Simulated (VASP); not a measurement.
Here is the system:

```xyz
4
Lattice="4.5288 2.2644 2.2644 2.2644 4.5288 2.2644 2.2644 2.2644 4.5288" Properties=species:S:1:pos:R:3 pbc="T T T"
Mn     0.0000     0.0000     0.0000
Mn     4.5288     4.5288     4.5288
O      2.2644     2.2644     2.2644
O      6.7932     6.7932     6.7932
```
Starting moments (μB, in the order of the record's atoms Mn Mn O O): 5.0 -5.0 0.0 0.0.

Method: AM05 GGA, VASP's PBE PAW potentials (set 64) (plane waves; VASP 6.6.1). Numerical set-up: 520 eV cut-off, 7×7×7 Γ-centred mesh, Gaussian smearing of 0.050 eV, potentials Mn_pv O.

**Question.** What does the run give for the cell moment, energy per atom (σ→0), pressure?

**Answer.** 
| Property | Value |
|---|---|
| cell moment | 0.00 μB |
| energy per atom (σ→0) | -809.3 kJ/mol of atoms |
| pressure | -13.05 GPa |

**Question.** Give the moment on each site (PAW-sphere projection).

**Answer.** 
| site | moment (μB) |
|---|---|
| Mn1 | 4.35 |
| Mn2 | -4.35 |
| O3 | 0.00 |
| O4 | 0.00 |

Only differences to runs with the same potentials and settings are physical.

The compound is MnO in the rock salt, AFM-II order structure. The cell was not relaxed at this level. The run is one of a series of settings (GGA = AM against the base run), some of them coarse on purpose.
